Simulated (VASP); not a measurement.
Input:

```
CELL_PARAMETERS angstrom
     -1.66008     1.66008     1.66008
      1.66008    -1.66008     1.66008
      1.66008     1.66008    -1.66008
ATOMIC_POSITIONS crystal
  Ta 0.00000 0.00000 0.00000
```

Calculation: revTPSS meta-GGA, VASP's PBE PAW potentials (set 64) (plane waves; VASP 6.6.1). Numerical set-up: 520 eV cut-off, 16×16×16 Γ-centred mesh, first-order Methfessel-Paxton smearing of 0.10 eV, potentials Ta_pv.

Unless said otherwise, spin-orbit coupling is left out, though it shifts the bands of the heavy elements here.

Task: What does the run give for the energy per atom (σ→0), pressure, band gap (on the k-mesh) with the smallest direct gap where there is one?

Result: 
```json
{
  "band gap (on the k-mesh)": "none (metal, semimetal or under 0.01 eV)",
  "energy per atom (σ→0)": "25577 meV/atom",
  "pressure": "-5.77 GPa"
}
```

Total energies compare only between runs with the same potentials, cut-off and functional.

The compound is Ta in the bcc structure. This cell is one point of a volume scan, at 1.03 of the reference volume.
